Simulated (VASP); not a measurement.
Data:

```yaml
crystal:
  lattice:
    - [5.26835, 0.00000, 0.00000]
    - [0.00000, 5.26835, 0.00000]
    - [0.00000, 0.00000, 5.26835]
  atoms:
    - { symbol: Sr, position: [0.00000, 0.50000, 0.50000] }
    - { symbol: Sr, position: [0.50000, 0.50000, 0.00000] }
    - { symbol: Sr, position: [0.50000, 0.00000, 0.50000] }
    - { symbol: Pt, position: [0.00000, 0.00000, 0.00000] }
```

Calculation: PBE GGA, VASP's PBE PAW potentials (set 64) (plane waves; VASP). Settings: 300 eV cut-off, 4×4×4 Γ-centred mesh, Gaussian smearing of 0.050 eV, potentials Sr_sv Pt.

Give the energies of bands 13 to 23 at the high-symmetry points, in eV from the Fermi level.

| band | Γ | X | M | R |
|---|---|---|---|---|
| 13 | -4.54 | -3.35 | -2.70 | -2.90 |
| 14 | -2.28 | -2.35 | -2.15 | -2.28 |
| 15 | -2.28 | -2.04 | -1.84 | -2.28 |
| 16 | -2.01 | -1.92 | -1.84 | -2.28 |
| 17 | -2.01 | -1.83 | -1.83 | -1.68 |
| 18 | -2.01 | -1.83 | -1.62 | -1.68 |
| 19 | -1.72 | -1.67 | -1.04 | 0.17 |
| 20 | 1.17 | -0.25 | -1.04 | 0.17 |
| 21 | 1.17 | 0.79 | -0.31 | 0.17 |
| 22 | 1.17 | 0.79 | 0.73 | 0.77 |
| 23 | 1.35 | 1.13 | 1.24 | 0.77 |

It has no gap at this level: it comes out as a metal or semimetal.

The structure was generated: Sr3Pt was put into an ordered model structure, which need not be its known phase. The cell was not relaxed at this level.
